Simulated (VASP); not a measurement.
Calculation: r2SCAN+rVV10, VASP's PBE PAW potentials (set 64) (plane waves; VASP).

Input for VASP

POSCAR:
```
PbTe
1.0
  0.0000000000   3.2813283761   3.2813283761
  3.2813283761   0.0000000000   3.2813283761
  3.2813283761   3.2813283761   0.0000000000
Te Pb
1 1
Direct
  0.5000000000   0.5000000000   0.5000000000
  0.0000000000   0.0000000000   0.0000000000
```

**INCAR**
```
SYSTEM = PbTe
PREC = Accurate
ENCUT = 520
EDIFF = 1E-7
NELM = 100
ALGO = Normal
LREAL = .FALSE.
LASPH = .TRUE.
ISMEAR = 0
SIGMA = 0.05
METAGGA = R2SCAN
LUSE_VDW = .TRUE.
BPARAM = 11.95
CPARAM = 0.0093
LMIXTAU = .TRUE.
LMAXMIX = 4
LWAVE = .FALSE.
LCHARG = .FALSE.
ISIF = 2
```

File KPOINTS:
```
Automatic mesh
0
Gamma
7 7 7
0 0 0
```

POTCAR, in this order: Te Pb_d (PBE.64 set). Program: vasp_std.

Output

**OSZICAR**
```
       N       E                     dE             d eps       ncg     rms          rms(c)
DAV:   1     0.774036584434E+02    0.77404E+02   -0.94935E+03   560   0.140E+03
DAV:   2    -0.751840374750E+02   -0.15259E+03   -0.15005E+03   572   0.333E+02
DAV:   3    -0.862688799508E+02   -0.11085E+02   -0.10994E+02   770   0.985E+01
DAV:   4    -0.865278425402E+02   -0.25896E+00   -0.25888E+00   616   0.190E+01
DAV:   5    -0.865389308862E+02   -0.11088E-01   -0.11088E-01   752   0.351E+00    0.312E+00
DAV:   6    -0.821092052471E+02    0.44297E+01   -0.19352E+00   680   0.270E+01    0.265E+00
DAV:   7    -0.820258761138E+02    0.83329E-01   -0.71354E-01   560   0.920E+00    0.159E+00
DAV:   8    -0.820334682619E+02   -0.75921E-02   -0.81367E-01   572   0.531E+00    0.634E-01
DAV:   9    -0.820922920919E+02   -0.58824E-01   -0.62019E-02   566   0.225E+00    0.551E-01
DAV:  10    -0.820572955463E+02    0.34997E-01   -0.34553E-02   572   0.141E+00    0.901E-01
DAV:  11    -0.821303529546E+02   -0.73057E-01   -0.22553E-01   560   0.316E+00    0.208E-01
DAV:  12    -0.821309754016E+02   -0.62245E-03   -0.12847E-02   656   0.825E-01    0.152E-01
DAV:  13    -0.821308332505E+02    0.14215E-03   -0.18031E-04   688   0.113E-01    0.181E-01
DAV:  14    -0.821351874741E+02   -0.43542E-02   -0.33332E-03   572   0.428E-01    0.129E-01
DAV:  15    -0.821359119335E+02   -0.72446E-03   -0.16017E-03   572   0.456E-01    0.111E-01
DAV:  16    -0.821359425414E+02   -0.30608E-04   -0.12252E-04   608   0.136E-01    0.122E-01
DAV:  17    -0.821359264292E+02    0.16112E-04   -0.18724E-05   590   0.372E-02    0.117E-01
DAV:  18    -0.821359484228E+02   -0.21994E-04   -0.33232E-05   572   0.586E-02    0.116E-01
DAV:  19    -0.821359496542E+02   -0.12313E-05   -0.10105E-05   590   0.218E-02    0.115E-01
DAV:  20    -0.821359503942E+02   -0.73999E-06   -0.29010E-06   584   0.169E-02    0.111E-01
DAV:  21    -0.821359516617E+02   -0.12675E-05   -0.71837E-07   590   0.997E-03    0.100E-01
DAV:  22    -0.821359490476E+02    0.26140E-05   -0.23218E-06   584   0.138E-02    0.754E-02
DAV:  23    -0.821359473315E+02    0.17162E-05   -0.13885E-06   572   0.147E-02    0.486E-02
DAV:  24    -0.821359499429E+02   -0.26115E-05   -0.29795E-06   560   0.214E-02    0.258E-02
DAV:  25    -0.821359512016E+02   -0.12587E-05   -0.18273E-06   608   0.130E-02    0.929E-03
DAV:  26    -0.821359512315E+02   -0.29898E-07   -0.36171E-07   572   0.737E-03
   1 F= -.82135951E+02 E0= -.82135951E+02  d E =-.141300E-12
```

### OUTCAR
```
------------------------ aborting loop because EDIFF is reached ----------------------------------------
  FORCE on cell =-STRESS in cart. coord.  units (eV):
  Direction    XX          YY          ZZ          XY          YZ          ZX
  --------------------------------------------------------------------------------------
  Total       -0.5471800     -0.5471800     -0.5471800      0.0000000     -0.0000000      0.0000000
  in kB      -12.4068545    -12.4068545    -12.4068545      0.0000000     -0.0000000      0.0000000
  external PRESSURE =     -12.4068545 kB  Pullay stress =       0.0000000 kB
  volume of cell :       70.66
      direct lattice vectors                 reciprocal lattice vectors
     0.000000000  3.281328376  3.281328376    -0.152377313  0.152377313  0.152377313
     3.281328376  0.000000000  3.281328376     0.152377313 -0.152377313  0.152377313
     3.281328376  3.281328376  0.000000000     0.152377313  0.152377313 -0.152377313
  FREE ENERGIE OF THE ION-ELECTRON SYSTEM (eV)
  ---------------------------------------------------
  free  energy   TOTEN  =       -82.1359512315 eV

  energy  without entropy=      -82.1359512315  energy(sigma->0) =      -82.13595123
```
(Selected blocks of OUTCAR.)

The compound is PbTe in the rock salt structure. This cell is one point of a volume scan, at 1.03 of the reference volume.
